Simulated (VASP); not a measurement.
Input:

```
ZrB2
1.0
    1.56702    -2.71417     0.00000
    1.56702     2.71417     0.00000
    0.00000     0.00000     3.49393
Zr B
1 2
Cartesian
  0.00000   0.00000   0.00000
  1.56702   0.90472   1.74697
  1.56702  -0.90472   1.74697
```

Level of theory: LDA (Ceperley-Alder, Perdew-Zunger), VASP's LDA PAW potentials (set 64) (plane waves; VASP). Run with 520 eV cut-off, 13×13×10 Γ-centred mesh, tetrahedra with Blöchl corrections, potentials Zr_sv B.

The cores are frozen, which limits the accuracy of field gradients.

Task: Give the principal components of the electric field gradient (V/Å²) and the asymmetry η at each nucleus.

Result: 
```json
[
 {"atom": "Zr1", "Vxx": "-22.9", "Vyy": "-22.9", "Vzz": "45.9", "η": "0.00"},
 {"atom": "B2", "Vxx": "-1.0", "Vyy": "-1.0", "Vzz": "1.9", "η": "0.00"},
 {"atom": "B3", "Vxx": "-1.0", "Vyy": "-1.0", "Vzz": "1.9", "η": "0.00"}
]
```

The compound is ZrB2 in the AlB2 type structure. It was relaxed first.
